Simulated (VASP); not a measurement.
Output of a VASP run:

**OUTCAR**
```
 ion  position               nearest neighbor table
   1  0.500  0.500  0.000-   5 2.44   6 2.44   8 2.44   7 2.44
   2  0.250  0.750  0.500-   8 2.44   5 2.44   7 2.44   6 2.44
   3  0.000  0.000  0.000-   5 2.38   6 2.38   8 2.38   7 2.38
   4  0.750  0.250  0.500-   5 2.38   7 2.38   8 2.38   6 2.38
   5  0.875  0.883  0.508-   3 2.38   4 2.38   1 2.44   2 2.44
   6  0.117  0.625  0.992-   3 2.38   4 2.38   2 2.44   1 2.44
   7  0.375  0.367  0.492-   4 2.38   3 2.38   1 2.44   2 2.44
   8  0.633  0.125  0.008-   3 2.38   4 2.38   2 2.44   1 2.44
  LATTYP: Found a body centered tetragonal cell.
 ALAT       =     5.5854235332
 C/A-ratio  =     1.9747720675
 Subroutine PRICEL returns:
 Original cell was already a primitive cell.
 Subroutine GETGRP returns: Found  8 space group operations
The static configuration has the point symmetry S_4 .
 The point group associated with its full space group is D_2d.
The dynamic configuration has the point symmetry S_4 .
 Subroutine INISYM returns: Found  8 space group operations
 Subroutine IBZKPT returns following result:
 Found     18 irreducible k-points:

 Following reciprocal coordinates:
            Coordinates               Weight
  0.000000  0.000000  0.000000      1.000000
  0.200000  0.000000 -0.000000      8.000000
  0.400000  0.000000 -0.000000      8.000000
  0.200000  0.200000 -0.000000      8.000000
  0.400000  0.200000 -0.000000     16.000000
 -0.400000  0.200000  0.000000     16.000000
 -0.200000  0.200000  0.000000      4.000000
  0.400000  0.400000 -0.000000      8.000000
 -0.400000  0.400000  0.000000      4.000000
  0.200000  0.200000  0.200000      8.000000
 -0.200000  0.200000  0.200000      4.000000
 -0.400000  0.400000  0.200000      8.000000
 -0.200000  0.400000  0.200000      8.000000
 -0.400000 -0.400000  0.200000      8.000000
 -0.200000 -0.400000  0.200000      8.000000
 -0.200000 -0.200000  0.200000      2.000000
 -0.400000  0.400000  0.400000      4.000000
 -0.400000 -0.400000  0.400000      2.000000
   k-points           NKPTS =     18   k-points in BZ     NKDIM =     18   number of bands    NBANDS=     43
   number of dos      NEDOS =    301   number of ions     NIONS =      8
   total plane-waves  NPLWV = 110592
   dimension x,y,z NGX =    48 NGY =   48 NGZ =   48
   dimension x,y,z NGXF=    96 NGYF=   96 NGZF=   96
   ions per type =               2   2   4
   PREC   = accura    normal or accurate (medium, high low for compatibility)
   ISTART =      0    job   : 0-new  1-cont  2-samecut
   ICHARG =      2    charge: 1-file 2-atom 10-const
   ISPIN  =      1    spin polarized calculation?
   LNONCOLLINEAR =      F non collinear calculations
   LSORBIT =      F    spin-orbit coupling
   INIWAV =      1    electr: 0-lowe 1-rand  2-diag
   ENCUT  =  400.0 eV  29.40 Ry    5.42 a.u.  11.06 11.06 11.06*2*pi/ulx,y,z
   NELM   =    100;   NELMIN=  2; NELMDL= -5     # of ELM steps
   EDIFF  = 0.1E-05   stopping-criterion for ELM
   LREAL  =      F    real-space projection
   NLSPLINE    = F    spline interpolate recip. space projectors
   LMAXMIX     =    4 max onsite mixed and CHGCAR
   VOSKOWN=      0    Vosko Wilk Nusair interpolation
   EDIFFG = -.2E-01   stopping-criterion for IOM
   NSW    =     60    number of steps for IOM
   NBLOCK =      1;   KBLOCK =     60    inner block; outer block
   IBRION =      2    ionic relax: 0-MD 1-quasi-New 2-CG
   NFREE  =      1    steps in history (QN), initial steepest desc. (CG)
   ISIF   =      3    stress and relaxation
   ISYM   =      2    0-nonsym 1-usesym 2-fastsym
   TEIN   =    0.0    initial temperature
   TEBEG  =    0.0;   TEEND  =   0.0 temperature during run
   SMASS  =  -3.00    Nose mass-parameter (am)
   PSTRESS=    0.0 pullay stress
   NELECT =      72.0000    total number of electrons
   EFERMI =   0.00;   METHOD = LEGACY
   ISMEAR =     0;   SIGMA  =   0.05  broadening in eV -4-tet -1-fermi 0-gaus
   IALGO  =     38    algorithm
   LDIAG  =      T    sub-space diagonalisation (order eigenvalues)
   IMIX   =      4    mixing-type and parameters
     AMIX     =   0.40;   BMIX     =  1.00
...
```

**OSZICAR**
```
...
DAV:  11    -0.343998658711E+02    0.53498E-03   -0.18552E-02  2253   0.242E+00    0.112E-01
DAV:  12    -0.343998924079E+02   -0.26537E-04   -0.29059E-03  2304   0.864E-01    0.217E-02
DAV:  13    -0.343999129763E+02   -0.20568E-04   -0.29428E-04  2301   0.225E-01    0.222E-02
DAV:  14    -0.343999056108E+02    0.73656E-05   -0.89217E-05  2200   0.192E-01    0.500E-03
DAV:  15    -0.343999058543E+02   -0.24354E-06   -0.10452E-05  1938   0.385E-02    0.306E-03
DAV:  16    -0.343999058312E+02    0.23135E-07   -0.57468E-07   968   0.929E-03
   1 F= -.34399906E+02 E0= -.34399859E+02  d E =-.343999E+02
       N       E                     dE             d eps       ncg     rms          rms(c)
DAV:   1    -0.344133339560E+02   -0.13428E-01   -0.24347E-01  1738   0.763E+00    0.869E-01
DAV:   2    -0.344071736068E+02    0.61603E-02   -0.13869E-01  1704   0.747E+00    0.467E-01
DAV:   3    -0.344015234587E+02    0.56501E-02   -0.36165E-02  1941   0.413E+00    0.212E-01
DAV:   4    -0.344007385396E+02    0.78492E-03   -0.39748E-03  2160   0.365E-01    0.864E-02
DAV:   5    -0.344006108033E+02    0.12774E-03   -0.71710E-04  2056   0.480E-01    0.285E-02
DAV:   6    -0.344005954392E+02    0.15364E-04   -0.13424E-04  2008   0.788E-02    0.960E-03
DAV:   7    -0.344005948618E+02    0.57735E-06   -0.17915E-05  2368   0.475E-02    0.388E-03
DAV:   8    -0.344005948363E+02    0.25529E-07   -0.11633E-06   960   0.113E-02
   2 F= -.34400595E+02 E0= -.34400571E+02  d E =-.689005E-03
       N       E                     dE             d eps       ncg     rms          rms(c)
DAV:   1    -0.344006950790E+02   -0.10022E-03   -0.19173E-03  1776   0.670E-01    0.758E-02
DAV:   2    -0.344006429094E+02    0.52170E-04   -0.10009E-03  1709   0.644E-01    0.394E-02
DAV:   3    -0.344006033279E+02    0.39581E-04   -0.26551E-04  1877   0.349E-01    0.197E-02
DAV:   4    -0.344005960014E+02    0.73264E-05   -0.29807E-05  2237   0.369E-02    0.654E-03
DAV:   5    -0.344005950248E+02    0.97660E-06   -0.31691E-06  1324   0.334E-02
   3 F= -.34400595E+02 E0= -.34400569E+02  d E =-.689194E-03
       N       E                     dE             d eps       ncg     rms          rms(c)
DAV:   1    -0.344006171829E+02   -0.21182E-04   -0.42131E-04  1808   0.320E-01    0.355E-02
DAV:   2    -0.344006066552E+02    0.10528E-04   -0.22781E-04  1752   0.306E-01    0.187E-02
DAV:   3    -0.344005976197E+02    0.90355E-05   -0.58005E-05  1488   0.164E-01    0.883E-03
DAV:   4    -0.344005964071E+02    0.12126E-05   -0.63472E-06  1764   0.174E-02    0.299E-03
DAV:   5    -0.344005962907E+02    0.11638E-06   -0.73655E-07   891   0.164E-02
   4 F= -.34400596E+02 E0= -.34400571E+02  d E =-.690460E-03
       N       E                     dE             d eps       ncg     rms          rms(c)
DAV:   1    -0.344017927942E+02   -0.11964E-02   -0.34761E-02  2112   0.159E+00    0.242E-01
DAV:   2    -0.344013306207E+02    0.46217E-03   -0.70957E-03  1786   0.161E+00    0.138E-01
DAV:   3    -0.344010294877E+02    0.30113E-03   -0.22013E-03  2032   0.960E-01    0.873E-02
DAV:   4    -0.344008983716E+02    0.13112E-03   -0.28945E-04  2640   0.216E-01    0.194E-02
DAV:   5    -0.344008953868E+02    0.29848E-05   -0.51201E-05  2085   0.109E-01    0.773E-03
DAV:   6    -0.344008957988E+02   -0.41197E-06   -0.12640E-05  2101   0.358E-02    0.299E-03
DAV:   7    -0.344008957582E+02    0.40527E-07   -0.65863E-07   935   0.161E-02
   5 F= -.34400896E+02 E0= -.34400872E+02  d E =-.299468E-03
```

**OUTCAR**
```
------------------------ aborting loop because EDIFF is reached ----------------------------------------
  FORCE on cell =-STRESS in cart. coord.  units (eV):
  Direction    XX          YY          ZZ          XY          YZ          ZX
  --------------------------------------------------------------------------------------
  Total       -0.0037712     -0.0037712      0.1159571      0.0000000     -0.0000000      0.0000000
  in kB       -0.0352258     -0.0352258      1.0831295      0.0000000     -0.0000000      0.0000000
  external PRESSURE =       0.3375593 kB  Pullay stress =       0.0000000 kB
  volume of cell :      171.53
      direct lattice vectors                 reciprocal lattice vectors
    -2.786722288  2.786722288  5.521794623     0.000000000  0.179422256  0.090550271
     2.786722288 -2.786722288  5.521794623     0.179422256  0.000000000  0.090550271
     2.786722288  2.786722288 -5.521794623     0.179422256  0.179422256  0.000000000
 POSITION                                       TOTAL-FORCE (eV/Angst)
 -----------------------------------------------------------------------------------
      0.00000      0.00000      5.52179        -0.000000      0.000000      0.000000
      2.78672      0.00000      2.76090         0.000000     -0.000000     -0.000000
      0.00000      0.00000      0.00000         0.000000     -0.000000     -0.000000
      0.00000      2.78672      2.76090        -0.000000     -0.000000      0.000000
      1.43644      1.39336      6.90224        -0.002540      0.000000     -0.000000
      4.18008      1.35028     -1.38045        -0.000000      0.002540      0.000000
      1.35028      1.39336      1.38045         0.002540     -0.000000      0.000000
     -1.39336      1.43644      4.14135         0.000000     -0.002540     -0.000000
 -----------------------------------------------------------------------------------
    total drift:                                0.000007      0.000007      0.000003
  FREE ENERGIE OF THE ION-ELECTRON SYSTEM (eV)
  ---------------------------------------------------
  free  energy   TOTEN  =       -34.4008957582 eV

  energy  without entropy=      -34.4008483257  energy(sigma->0) =      -34.40087204

 reached required accuracy - stopping structural energy minimisation
```
(Selected blocks of OUTCAR.)

POSCAR:
```
CuGaSe2
1
   -2.7927117666     2.7927117666     5.5149691893
    2.7927117666    -2.7927117666     5.5149691893
    2.7927117666     2.7927117666    -5.5149691893
Ga Cu Se
2 2 4
Direct
  0.5000000000   0.5000000000   0.0000000000
  0.2500000000   0.7500000000   0.5000000000
  0.0000000000   1.0000000000   0.0000000000
  0.7500000000   0.2500000000   0.5000000000
  0.8750000000   0.8833323508   0.5083323508
  0.1166676492   0.6250000000   0.9916676492
  0.3750000000   0.3666676492   0.4916676492
  0.6333323508   0.1250000000   0.0083323508
```

Task: Reconstruct the remaining input files.

Result: Several could match; the one computed here: the input of the run itself, PBEsol GGA, plane waves, VASP's PBE PAW potentials (set 64).

INCAR:
```
ALGO = Normal
EDIFF = 1E-6
EDIFFG = -0.02
ENCUT = 400
GGA = PS
IBRION = 2
ISIF = 3
ISMEAR = 0
LASPH = .True.
LCHARG = .False.
LMAXMIX = 4
LREAL = .False.
LWAVE = .False.
NELM = 100
NSW = 60
PREC = Accurate
SIGMA = 0.05
SYSTEM = CuGaSe2
```

**KPOINTS**
```
kpoints
0
G
 5 5 5
0 0 0
```

POTCAR, in this order: Ga_d Cu Se (PBE.64 set). Program: vasp_std.

The compound is CuGaSe2 in the chalcopyrite structure. This run relaxes it. Symmetry was kept, so distortions that lower it aren't found. The start is the result of an earlier pass.
